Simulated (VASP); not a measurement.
# Fermi-Dirac smearing in V

Wanted: TS, pressure and Fermi level of V against the smearing width, on one dense mesh.

Program: VASP 6.6.1. Level of theory: PBEsol, no spin polarisation; plane waves and PAW (V_sv), in the first sound run; inputs show where later runs differ. Results are calculated unless marked as measured.

This is a report of a sequence of runs, with most program output left out.

### 1. The starting structure

It takes space group Im-3m (No. 229, cubic). Conventional cell: a = 3.020 Å, b = 3.020 Å, c = 3.020 Å, α = 90.00°, β = 90.00°, γ = 90.00°. Nearest to V lie 8 V at 2.62 Å.

As a file:

```xyz
1
Lattice="-1.5100 1.5100 1.5100 1.5100 -1.5100 1.5100 1.5100 1.5100 -1.5100" Properties=species:S:1:pos:R:3 pbc="T T T"
V     0.0000    0.0000    0.0000
```

### 2. Relax the crystal, PBEsol

The cell is relaxed and then held.

This step took 2 runs in a row; the last is shown.

Level: PBEsol, no spin polarisation; plane waves and PAW (V_sv).

The input, INCAR:

```
SYSTEM = V
PREC = Accurate
ENCUT = 450
EDIFF = 1E-07
NELM = 120
ISMEAR = 1
SIGMA = 0.15
LREAL = .FALSE.
ALGO = Normal
GGA = PS
NBANDS = 12
LASPH = .TRUE.
LORBIT = 11
LWAVE = .FALSE.
LCHARG = .FALSE.
KPAR = 8
IBRION = 2
NSW = 40
ISIF = 3
EDIFFG = -0.005
POTIM = 0.4
```

The input, POSCAR:

```
V
1.0
   -1.4787622105      1.4787622105      1.4787622105
    1.4787622105     -1.4787622105      1.4787622105
    1.4787622105      1.4787622105     -1.4787622105
V
1
Direct
    0.0000000000      0.0000000000      0.0000000000
```

The input, KPOINTS:

```
Automatic mesh
0
Gamma
20 20 20
0 0 0
```

PAW data sets: V_sv (PBE family, release 64).

Started as:

```console
$ mpirun -np 8 vasp_std
```

Wall time 5 s (8 MPI ranks of Intel Xeon 6975P-C (Granite Rapids), shared host); peak memory 1.1 GiB; 35 s of CPU time.

Numbers from this step:

| Property | Result |
| --- | --- |
| energy(sigma→0) of the program | -9.6348 eV |
| stress, compression positive | xx, yy, zz 0.00, 0.00, 0.00 GPa |
| volume | 12.915 Å³ |
| ionic steps | 3 |

### 3. Tetrahedra, PBEsol

Tetrahedra give the density of states at the Fermi level without smearing.

Level: PBEsol, no spin polarisation; plane waves and PAW (V_sv).

The input, INCAR:

```
SYSTEM = V
PREC = Accurate
ENCUT = 450
EDIFF = 1E-08
NELM = 100
ISMEAR = -5
SIGMA = 0.15
LREAL = .FALSE.
ALGO = Normal
GGA = PS
NBANDS = 14
LASPH = .TRUE.
LORBIT = 11
LWAVE = .FALSE.
LCHARG = .FALSE.
KPAR = 2
ISIF = 2
NEDOS = 3001
```

The input, POSCAR:

```
V
1.0
   -1.4780092259      1.4780092259      1.4780092259
    1.4780092259     -1.4780092259      1.4780092259
    1.4780092259      1.4780092259     -1.4780092259
V
1
Direct
    0.0000000000      0.0000000000      0.0000000000
```

The input, KPOINTS:

```
Automatic mesh
0
Gamma
36 36 36
0 0 0
```

Started as:

```console
$ mpirun -np 2 vasp_std
```

The job ended after 56 s (2 MPI ranks; peak memory 0.84 GiB; 1.8 min of CPU time).

Read from the output:

```
energy(sigma→0) of the program : -9.6343 eV
```

The run ends at a pressure of -0.08 GPa.

### 4. Electron temperature, PBEsol

One member in full: SIGMA = 0.025 eV.

Level: PBEsol, no spin polarisation; plane waves and PAW (V_sv).

Changes to INCAR since step 3:

```diff
@@ -5,4 +5,4 @@
 NELM = 100
-ISMEAR = -5
-SIGMA = 0.15
+ISMEAR = -1
+SIGMA = 0.025
 LREAL = .FALSE.
@@ -17,2 +17 @@
 ISIF = 2
-NEDOS = 3001
```

POSCAR is that of step 3.

KPOINTS is that of step 3.

Started as:

```console
$ mpirun -np 2 vasp_std
```

It took 29 s on 2 MPI ranks; peak memory 0.53 GiB; 57 s of CPU time.

Numbers from this step:

- energy(sigma→0) of the program: -9.6341 eV
- stress, compression positive: xx, yy, zz -0.07, -0.07, -0.07 GPa

The run ends at a pressure of -0.07 GPa.

### 5. The whole series

The other members went through these steps as far as the tables show, on the same mesh; 7 runs are not shown. The session took 0.18 core hours (wall time by ranks) on a shared machine.

| width kT (eV) | temperature (K) | free energy less that of the narrowest width (meV/atom) | TS (meV/atom) | pressure (GPa) | shift of the Fermi level (eV) |
| --- | --- | --- | --- | --- | --- |
| 0.025 | 290 | 0.000 | 3.606 | -0.068 | 0.000 |
| 0.050 | 580 | -5.339 | 14.127 | 0.011 | 0.006 |
| 0.075 | 870 | -14.098 | 31.282 | 0.131 | 0.015 |
| 0.100 | 1160 | -26.117 | 54.273 | 0.291 | 0.024 |
| 0.150 | 1741 | -58.953 | 114.734 | 0.718 | 0.047 |
| 0.200 | 2321 | ? | ? | 1.271 | 0.074 |
| 0.300 | 3481 | -216.235 | 395.693 | 2.734 | 0.136 |

### 6. The Sommerfeld expansion

At low temperature TS = (π²/3) g (kT)², so TS, twice the difference of energy(sigma→0) and the free energy, over (π²/3)(kT)² is an effective density of states: 1.754, 1.718, 1.690, 1.650, 1.550, 1.336 states/eV/atom in the rows shown.

A least-squares parabola through the 6 rows shown, with σ the width in eV: g = 0.2168 σ² − 1.616 σ + 1.800 (states/eV/atom), r.m.s. residual 0.0080 states/eV/atom.

At σ = 0.2 this predicts 1.486 states/eV/atom.

### 7. Checking the prediction

The calculation gives 1.459 states/eV/atom, so the prediction is 0.027 states/eV/atom too high, more than twice the residual of the fit.

The parabola in σ is an empirical guide, not the expansion itself. Tetrahedra give g = 1.714 states/eV/atom at the Fermi level, the limit that the series should reach at zero width.

### 8. Summary of results

* density of states at the Fermi level, tetrahedra: 1.71 states/eV/atom
* Sommerfeld coefficient from it: 4.04 mJ per mole of atoms and K²
* pressure at the widest setting: 2.73 GPa
* error of the predicted g: 0.027 states/eV/atom

Against the tetrahedron value, the effective density of states stands at +2 % at 0.025 eV, +0 % at 0.05 eV, -4 % at 0.1 eV, -22 % at 0.3 eV. At the widest setting the states within reach are sparser than those at the Fermi level. The bare coefficient lacks the electron-phonon enhancement of measured heat capacities.

[Lines on the potential files, build, host, timing and source positions are cut from VASP's logs without a mark.]

[Logs are printed without paths, hosts, clocks, repeated set-up lines and the standing remarks that a program may print on its own settings, such as how far it seeks lower states.]

[Hosts, paths, dates, database ids (printed as entryN), source tags and the programs' standing remarks are cut or masked in the printed files.]
